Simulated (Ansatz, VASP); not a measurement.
**Cu (Cu(321) slab): VASP beside Ansatz**

Aim: how closely do two programs agree when they are given the same cell, functional and k mesh? The cell is taken from a series of runs on this material, whose earlier steps may have relaxed, scaled, displaced or heated it; both programs get it as it stands.

Program: Ansatz 0.2.0. Level of theory: plane waves, with VASP 6.6.1 beside it; single point at PBEsol. Results are calculated unless marked as measured.

### Step 1. The starting structure

The cell holds 26 atoms: 26 Cu. Cell: a = 4.452 Å, b = 5.747 Å, c = 27.144 Å, α = 90.0°, β = 90.0°, γ = 105.0°. It derives from Cu. Slab of Cu cut on (3 2 1), 12.1 A thick, 1 x 1 surface cells, both faces free; (so at first; earlier steps may have moved the atoms). Lattice constants are starting values near those of PBE. Vacuum lies along c.

### Step 2. VASP: single point, PBEsol

With cell and atoms fixed, the geometry can't cause a difference; cores, projectors, grids and the points listed under the comparison can.

Lines of VASP's logs that name or quote its potential files are left out, and so is its time.

File INCAR:

```
SYSTEM = Cu
PREC = Accurate
ENCUT = 520
EDIFF = 1E-06
NELM = 120
ISMEAR = -1
SIGMA = 0.1
LREAL = .FALSE.
ALGO = Normal
GGA = PS
NBANDS = 168
LASPH = .TRUE.
LORBIT = 11
LWAVE = .FALSE.
LCHARG = .FALSE.
ISIF = 2
GGA_COMPAT = .FALSE.
KPAR = 4
```

File POSCAR:

```
Cu
1.0
    4.4519500000      0.0000000000      0.0000000000
   -1.4839800000      5.5525500000      0.0000000000
    0.0000000000      0.0000000000     27.1436800000
Cu
26
Direct
    0.2794300000      0.3510100000      0.2825200000
    0.7109900000      0.1455150000      0.2974600000
    0.1411250000      0.9302700000      0.3128500000
    0.5689600000      0.7185600000      0.3291100000
    0.9947500000      0.5098750000      0.3466700000
    0.4295600000      0.2916650000      0.3669800000
    0.8569700000      0.0731000000      0.3843700000
    0.2849750000      0.8575100000      0.4018500000
    0.7140500000      0.6442600000      0.4196600000
    0.1408350000      0.4299000000      0.4373100000
    0.5702750000      0.2143900000      0.4554200000
    0.9998550000      0.9997850000      0.4733200000
    0.4282800000      0.7855050000      0.4910200000
    0.8574400000      0.5716350000      0.5089800000
    0.2858650000      0.3573550000      0.5266800000
    0.7154450000      0.1427500000      0.5445800000
    0.1448850000      0.9272400000      0.5626900000
    0.5716700000      0.7128800000      0.5803400000
    0.0007450000      0.4996300000      0.5981500000
    0.4287500000      0.2840400000      0.6156300000
    0.8561600000      0.0654750000      0.6330200000
    0.2909700000      0.8472650000      0.6533300000
    0.7167600000      0.6385800000      0.6708900000
    0.1445950000      0.4268700000      0.6871500000
    0.5747300000      0.2116250000      0.7025400000
    0.0062900000      0.0061300000      0.7174800000
```

File KPOINTS:

```
Automatic mesh
0
Gamma
8 6 1
0 0 0
```

The projector-augmented-wave data sets are Cu (PBE family, release 64).

The run is started by

```sh
$ mpirun -np 4 vasp_std
```

Numbers of over 12 decimals in the logs are rounded to 6 here.

The program printed:

```text
[banner, memory and clock lines left out]
running    4 mpi-ranks, on    1 nodes
 distrk:  each k-point on    1 cores,    4 groups
 distr:  one band on    1 cores,    1 groups

 POSCAR found type information on POSCAR Cu
 POSCAR found :  1 types and      26 ions
|                                                                             |
|               ----> ADVICE to this user running VASP <----                  |
|                                                                             |
|     You have a (more or less) 'large supercell' and for larger cells it     |
|     might be more efficient to use real-space projection operators.         |
|     Therefore, try LREAL= Auto in the INCAR file.                           |
|     Mind: For very accurate calculation, you might also keep the            |
|     reciprocal projection scheme (i.e. LREAL=.FALSE.).                      |
|                                                                             |

|                                                                             |
|               ----> ADVICE to this user running VASP <----                  |
|                                                                             |
|     You enforced a specific xc type in the INCAR file but a different       |
|     [... a line on the potential file left out ...]
|     I HOPE YOU KNOW WHAT YOU ARE DOING!                                     |
|                                                                             |

 LDA part: xc-table for (Slater+PW92), standard interpolation
 POSCAR, INCAR and KPOINTS ok, starting setup
 FFT: planning ... GRIDC
 FFT: planning ... GRID_SOFT
 FFT: planning ... GRID
 WAVECAR not read
 entering main loop
       N       E                     dE             d eps       ncg     rms          rms(c)
DAV:   1     0.286648898638E+04    0.28665E+04   -0.12265E+05  8736   0.236E+03
DAV:   2     0.334036696212E+03   -0.25325E+04   -0.24581E+04  8736   0.516E+02
DAV:   3    -0.102597127759E+03   -0.43663E+03   -0.40502E+03  8760   0.251E+02
DAV:   4    -0.131012240608E+03   -0.28415E+02   -0.27110E+02  9464   0.871E+01
DAV:   5    -0.131870929266E+03   -0.85869E+00   -0.85187E+00 10088   0.137E+01    0.412E+01
DAV:   6    -0.117565294926E+03    0.14306E+02   -0.32386E+02  9560   0.147E+02    0.224E+01
DAV:   7    -0.105841173031E+03    0.11724E+02   -0.56500E+01 10072   0.857E+01    0.604E+00
DAV:   8    -0.106031399931E+03   -0.19023E+00   -0.11094E+01 10208   0.527E+01    0.219E+00
DAV:   9    -0.106126153646E+03   -0.94754E-01   -0.33878E+00 10744   0.200E+01    0.341E+00
DAV:  10    -0.106099542403E+03    0.26611E-01   -0.11160E+00  9576   0.177E+01    0.277E+00
DAV:  11    -0.105958017946E+03    0.14152E+00   -0.45452E-01 10176   0.914E+00    0.345E-01
DAV:  12    -0.105969745655E+03   -0.11728E-01   -0.14637E-01 10312   0.330E+00    0.453E-01
DAV:  13    -0.105967012316E+03    0.27333E-02   -0.23592E-02  9440   0.184E+00    0.240E-01
DAV:  14    -0.105965419625E+03    0.15927E-02   -0.40041E-03 10264   0.988E-01    0.174E-01
[...]
DAV:  25    -0.105965137021E+03   -0.48127E-04   -0.14744E-05  9872   0.305E-02    0.764E-03
DAV:  26    -0.105965143495E+03   -0.64736E-05   -0.40059E-06  7080   0.189E-02    0.232E-03
DAV:  27    -0.105965156052E+03   -0.12557E-04   -0.73761E-07  5568   0.100E-02    0.136E-03
DAV:  28    -0.105965194372E+03   -0.38320E-04   -0.23722E-06  5648   0.909E-03    0.201E-03
DAV:  29    -0.105965198919E+03   -0.45465E-05   -0.48091E-07  5680   0.577E-03    0.187E-03
DAV:  30    -0.105965202800E+03   -0.38811E-05   -0.21705E-07  5416   0.414E-03    0.123E-03
DAV:  31    -0.105965209944E+03   -0.71443E-05   -0.68710E-07  5488   0.577E-03    0.876E-04
DAV:  32    -0.105965210609E+03   -0.66466E-06   -0.10146E-07  5552   0.327E-03
   1 F= -.10596521E+03 E0= -.10583451E+03  d E =-.261392E+00
```

Parts of OUTCAR (step 2):

```text
ion  position               nearest neighbor table
   1  0.279  0.351  0.283-   6 2.44   5 2.46   3 2.48   4 2.51   2 2.53   2 2.53
   2  0.711  0.146  0.297-   7 2.51   4 2.52   6 2.53   5 2.53   1 2.53   1 2.53   3 2.55   3 2.57

  LATTYP: Found a simple monoclinic cell.
 ALAT       =     4.4519500000
 B/A-ratio  =     6.0970316378
 C/A-ratio  =     1.2909926928
 COS(beta)  =    -0.2581986610

 Subroutine GETGRP returns: Found  2 space group operations
 (whereof  1 operations were pure point group operations)

The static configuration has the point symmetry C_1 .
 The point group associated with its full space group is S_2 .

 Found     26 irreducible k-points:

   k-points           NKPTS =     26   k-points in BZ     NKDIM =     26   number of bands    NBANDS=    168

   dimension x,y,z NGX =    36 NGY =   48 NGZ =  210
   dimension x,y,z NGXF=    72 NGYF=   96 NGZF=  420

   ENCUT  =  520.0 eV  38.22 Ry    6.18 a.u.   8.28 10.69 50.47*2*pi/ulx,y,z

   NELECT =     286.0000    total number of electrons

 k-points in reciprocal lattice and weights: Automatic mesh
   0.00000000  0.00000000  0.00000000       0.021
   0.12500000  0.00000000  0.00000000       0.042
   0.25000000  0.00000000  0.00000000       0.042
   0.37500000  0.00000000  0.00000000       0.042
   0.50000000  0.00000000  0.00000000       0.021
   0.00000000  0.16666667  0.00000000       0.042
   0.12500000  0.16666667  0.00000000       0.042
   0.25000000  0.16666667  0.00000000       0.042
   0.37500000  0.16666667  0.00000000       0.042
[...]
0.37500000  0.50000000  0.00000000       0.042
   0.50000000  0.50000000  0.00000000       0.021

 average (electrostatic) potential at core
       1 -69.5153       2 -69.6638       3 -69.7401       4 -69.8264       5 -69.9338
       6 -70.0114       7 -69.9764       8 -69.9847       9 -69.9924      10 -69.9913
      11 -69.9906      12 -69.9882      13 -69.9960      14 -69.9960      15 -69.9882
      16 -69.9906      17 -69.9913      18 -69.9924      19 -69.9847      20 -69.9764
      21 -70.0113      22 -69.9338      23 -69.8264      24 -69.7400      25 -69.6638
      26 -69.5153

 E-fermi :   0.9531

 k-point     1 :       0.0000    0.0000    0.0000
  band No.  band energies     occupation
    ...
    138       0.2660      1.99793
    139       0.4297      1.98939
    140       0.5783      1.95398
    141       1.0476      0.56002
    142       1.0594      0.51369
    143       1.7506      0.00069
    144       2.0745      0.00003
    145       2.0913      0.00002
    146       2.3093      0.00000
    147       2.3183      0.00000
    ...

 k-point     2 :       0.1250    0.0000    0.0000
  band No.  band energies     occupation
    ...
    139       0.4800      1.98253
    140       0.7200      1.82283
    141       0.7844      1.68787
    142       0.8170      1.59206
    143       1.0253      0.65390
    144       1.4238      0.01790
    145       1.5012      0.00830
    146       1.7012      0.00113
    147       1.9953      0.00006
    148       2.4087      0.00000
    ...

 k-point     3 :       0.2500    0.0000    0.0000
  band No.  band energies     occupation
    ...
    139      -0.0114      1.99987
    140       0.3325      1.99597
    141       0.3931      1.99264
    142       0.4679      1.98451
    143       0.7802      1.69870
    144       1.1189      0.32010
    145       1.2596      0.08914
    146       1.3658      0.03175
    147       1.5362      0.00585
    148       1.8998      0.00015
    ...

  Total      -18.7039568    -18.0093465    -12.6055702     -0.2082160      0.2959736     -0.2921652
  in kB      -44.6614266    -43.0028317    -30.0996604     -0.4971795      0.7067277     -0.6976340
  external PRESSURE =     -39.2546396 kB  Pullay stress =       0.0000000 kB

  energy-cutoff  :      520.00
  volume of cell :      670.98
      direct lattice vectors                 reciprocal lattice vectors
     4.451950000  0.000000000  0.000000000     0.224620672  0.060032343  0.000000000
    -1.483980000  5.552550000  0.000000000     0.000000000  0.180097433  0.000000000
     0.000000000  0.000000000 27.143680000     0.000000000  0.000000000  0.036840988

 POSITION                                       TOTAL-FORCE (eV/Angst)
 -----------------------------------------------------------------------------------
      0.72312      1.94900      7.66863        -0.006710     -0.076472      0.382082
      2.94935      0.80798      8.07416         0.011368     -0.004496      0.288890
     -0.75222      5.16537      8.49190         0.007932      0.084622      0.223341
      1.46665      3.98984      8.93326        -0.019196      0.013765      0.171796
      3.67193      2.83111      9.40990         0.038452     -0.016656      0.083664
      1.47955      1.61948      9.96119         0.008560     -0.011097      0.000127
      3.70671      0.40589     10.43322        -0.000491     -0.014750      0.016520
     -0.00383      4.76137     10.90769        -0.005419      0.003366      0.000790
      2.22285      3.57729     11.39112         0.001484     -0.002619      0.001099
     -0.01097      2.38704     11.87020        -0.000212     -0.012936      0.012449
      2.22069      1.19041     12.36177        -0.003256      0.007365     -0.009017
      2.96764      5.55136     12.84765        -0.005238      0.006918     -0.001019
      0.74101      4.36156     13.32809         0.005252     -0.000864      0.006209
      2.96899      3.17403     13.81559        -0.005252      0.000864     -0.006209
      0.74235      1.98423     14.29603         0.005238     -0.006918      0.001019
      2.97329      0.79263     14.78191         0.003256     -0.007365      0.009017
     -0.73098      5.14855     15.27348         0.000212      0.012936     -0.012449
      1.48715      3.95830     15.75256        -0.001484      0.002619     -0.001099
     -0.73812      2.77422     16.23599         0.005419     -0.003366     -0.000790
      1.48726      1.57715     16.71046         0.000491      0.014750     -0.016520
      3.71442      0.36355     17.18249        -0.008560      0.011097     -0.000127
      0.03806      4.70448     17.73378        -0.038452      0.016656     -0.083664
      2.24334      3.54575     18.21042         0.019196     -0.013765     -0.171796
      0.01026      2.37022     18.65178        -0.007932     -0.084622     -0.223341
      2.24462      1.17506     19.06952        -0.011368      0.004496     -0.288890
      0.01891      0.03404     19.47505         0.006710      0.076472     -0.382082
 -----------------------------------------------------------------------------------
    total drift:                               -0.000028      0.000045      0.000389

  FREE ENERGIE OF THE ION-ELECTRON SYSTEM (eV)
  ---------------------------------------------------
  free  energy   TOTEN  =      -105.9652106089 eV

  energy  without entropy=     -105.7038184795  energy(sigma->0) =     -105.83451454

 total charge
# of ion       s       p       d       tot
------------------------------------------
    1        0.460   0.215   9.232   9.907
    2        0.456   0.271   9.198   9.925
    3        0.448   0.301   9.183   9.932
    4        0.449   0.326   9.172   9.947
    5        0.448   0.356   9.167   9.971
    6        0.446   0.380   9.171   9.997
    7        0.443   0.368   9.173   9.984
    8        0.444   0.372   9.169   9.984
    9        0.445   0.376   9.166   9.987
   10        0.444   0.375   9.165   9.985
   11        0.445   0.378   9.165   9.988
   12        0.445   0.376   9.166   9.987
   13        0.446   0.378   9.164   9.988
   14        0.446   0.378   9.164   9.988
   15        0.445   0.376   9.166   9.987
   16        0.445   0.378   9.165   9.988
   17        0.444   0.375   9.165   9.985
   18        0.445   0.376   9.166   9.987
   19        0.444   0.372   9.169   9.984
   20        0.443   0.368   9.173   9.984
   21        0.446   0.380   9.171   9.997
   22        0.448   0.356   9.167   9.971
   23        0.449   0.326   9.172   9.947
   24        0.448   0.301   9.183   9.932
   25        0.456   0.271   9.198   9.925
   26        0.460   0.215   9.232   9.907
--------------------------------------------------
tot         11.639   8.943 238.581 259.163

[... 3 further parts left out ...]
```

[end of part 1 of 2]

[Lines on the potential files, build, host, timing and source positions are cut from VASP's logs without a mark.]

[Logs are printed without paths, hosts, clocks, repeated set-up lines and the standing remarks that a program may print on its own settings, such as how far it seeks lower states.]

[Hosts, paths, dates, database ids (printed as entryN), source tags and the programs' standing remarks are cut or masked in the printed files.]
